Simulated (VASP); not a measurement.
```yaml
crystal:
  lattice:
    - [0.00000, 2.91387, 2.91387]
    - [2.91387, 0.00000, 2.91387]
    - [2.91387, 2.91387, 0.00000]
  atoms:
    - { symbol: As, position: [0.00000, 0.00000, 0.00000] }
    - { symbol: Co, position: [0.50000, 0.50000, 0.50000], spin: 3.0 }
    - { symbol: Co, position: [0.25000, 0.25000, 0.25000], spin: 3.0 }
    - { symbol: Co, position: [0.75000, 0.75000, 0.75000], spin: 3.0 }
```

The base run (VASP): PBE GGA, plane waves, VASP's PBE PAW potentials (set 64). Run with 400 eV cut-off, 6×6×6 Γ-centred mesh, Gaussian smearing of 0.050 eV, potentials As Co.

One setting is varied; ΔE counts from the most expensive setting. The base run took about 70 core-seconds. Costs are core time on shared hosts, one run each; read them as rough ratios.

Pressures at a finite cut-off, here 400 eV, hold a Pulay part, which wasn't tested here.

```json
[
 {"setting": "KPOINTS 1×1×1 Γ-centred mesh", "cost over the base run": "about 1/4", "electronic steps": "21", "ΔE (meV/atom)": "1748.5", "pressure (GPa)": "25.56"},
 {"setting": "KPOINTS 2×2×2 Γ-centred mesh", "cost over the base run": "about 1/3", "electronic steps": "16", "ΔE (meV/atom)": "11.1", "pressure (GPa)": "-11.28"},
 {"setting": "base run", "cost over the base run": "reference", "electronic steps": "15", "ΔE (meV/atom)": "-1.6", "pressure (GPa)": "-7.29"},
 {"setting": "KPOINTS 7×7×7 Γ-centred mesh", "cost over the base run": "within a factor of 2", "electronic steps": "16", "ΔE (meV/atom)": "1.5", "pressure (GPa)": "-7.87"},
 {"setting": "KPOINTS 10×10×10 Γ-centred mesh", "cost over the base run": "within a factor of 2", "electronic steps": "16", "ΔE (meV/atom)": "-0.3", "pressure (GPa)": "-7.90"},
 {"setting": "KPOINTS 9×9×9 Γ-centred mesh", "cost over the base run": "within a factor of 2", "electronic steps": "15", "ΔE (meV/atom)": "0.6", "pressure (GPa)": "-8.05"},
 {"setting": "KPOINTS 11×11×11 Γ-centred mesh", "cost over the base run": "about 2 times", "electronic steps": "17", "ΔE (meV/atom)": "0.0", "pressure (GPa)": "-7.88"}
]
```

Left out are runs that failed, have no time on record or changed the cell.

The structure was generated: Co3As was put into the D03 type (Fm-3m), which need not be its known phase. The cell was not relaxed at this level.
